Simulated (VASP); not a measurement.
```
CELL_PARAMETERS angstrom
      0.00000     3.93120     3.93120
      3.93120     0.00000     3.93120
      3.93120     3.93120     0.00000
ATOMIC_POSITIONS crystal
  Cs 0.00000 0.00000 0.00000
  Br 0.50000 0.50000 0.50000
```

Level of theory: r2SCAN meta-GGA, VASP's PBE PAW potentials (set 64) (plane waves; VASP 6.6.1). Run with 400 eV cut-off, 5×5×5 Γ-centred mesh, Gaussian smearing of 0.050 eV, potentials Cs_sv Br.

Energy and stress use the plane-wave basis of the starting cell.

Q: The ions, cell shape and volume are relaxed. Predict the relaxed structure.

A: 
```
CELL_PARAMETERS angstrom
      0.00000     3.65895     3.65895
      3.65895     0.00000     3.65895
      3.65895     3.65895     0.00000
ATOMIC_POSITIONS crystal
  Cs 0.00000 0.00000 0.00000
  Br 0.50000 0.50000 0.50000
```
Space group Fm-3m (225), at a tolerance of 0.03 Å.

Q: How do energy and volume change from the first to the last step?

A: The energy (σ→0) changes by -69.4 meV/atom and the volume by -19.4 %, in 6 ionic steps.

The structure was generated: CsBr was put into the rock salt type (Fm-3m), which need not be its known phase. This run relaxes it. Symmetry was kept, so distortions that lower it aren't found.
